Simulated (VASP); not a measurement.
```
B
1.0
   -1.14848     1.14848     1.14848
    1.14848    -1.14848     1.14848
    1.14848     1.14848    -1.14848
B
1
Direct
  0.00000   0.00000   0.00000
```

Computed with PBEsol GGA, VASP's PBE PAW potentials (set 64) (plane waves; VASP). Settings: 520 eV cut-off, Gaussian smearing of 0.050 eV, potentials B.

### Question
Give the energies of bands 1 to 4 at the high-symmetry points, in eV from the Fermi level.

### Answer

```tsv
band	Γ	H	N	P
1	-18.81	0.39	-9.29	-2.57
2	15.74	0.39	-4.60	-2.57
3	15.74	0.39	8.81	-2.57
4	15.74	10.21	12.78	2.82
```

It has no gap at this level: it comes out as a metal or semimetal.

The structure was generated: B was put into the bcc type (Im-3m), which need not be its known phase. It was relaxed first.
